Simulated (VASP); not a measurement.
These are PBEsol GGA, VASP's PBE PAW potentials (set 64) (plane waves; VASP 6.6.1) values and carry that method's errors.

The input files of a VASP run:

**KPOINTS**
```
kpoints
0
G
6 6 7
0 0 0
```

POSCAR:
```
Mn3Sn
1
    5.3535349341    -0.0000000154    -0.0000000000
   -2.6767669931     4.6362973304    -0.0000000000
   -0.0000000000     0.0000000000     4.2468691255
Mn Sn
6 2
Direct
  0.8487554703   0.6975109407   0.2500000000
  0.1512445296   0.8487554704   0.7500000000
  0.3024890593   0.1512445297   0.2500000000
  0.1512445297   0.3024890593   0.7500000000
  0.8487554704   0.1512445296   0.2500000000
  0.6975109407   0.8487554703   0.7500000000
  0.3333330000   0.6666670000   0.2500000000
  0.6666670000   0.3333330000   0.7500000000
```

**INCAR**
```
# general
SYSTEM  = Mn3Sn
PREC    = Accurate
ENCUT   = 400
LREAL   = F
LASPH   = T

# electronic loop
EDIFF   = 1E-6
NELM    = 100
ALGO    = Normal
LMAXMIX = 4

# smearing
ISMEAR  = 1
SIGMA   = 0.1

# functional
GGA     = PS

# spin
ISPIN   = 2
MAGMOM  = 4.0 4.0 4.0 4.0 4.0 4.0 0.0 0.0

# ions
IBRION  = 2
NSW     = 60
ISIF    = 3
EDIFFG  = -0.02

# output
LWAVE   = F
LCHARG  = F
LORBIT  = 10
```

POTCAR, in this order: Mn_pv Sn_d (PBE.64 set). Program: vasp_std.

What will the output report for the number of irreducible k-points (NKPTS), number of bands (NBANDS), largest plane-wave count, number of space-group operations, FFT grid (NGX, NGY, NGZ)?

```yaml
number of irreducible k-points (NKPTS): 28
number of bands (NBANDS): 75
largest_plane_wave_count: 1934
number_of_space_group_operations: 24
FFT grid (NGX, NGY, NGZ): 36 × 36 × 28
```

The structure was generated: Mn3Sn was put into the D019 type (P6_3/mmc), which need not be its known phase. This run relaxes it. Symmetry was kept, so distortions that lower it aren't found. The start is the result of an earlier pass.
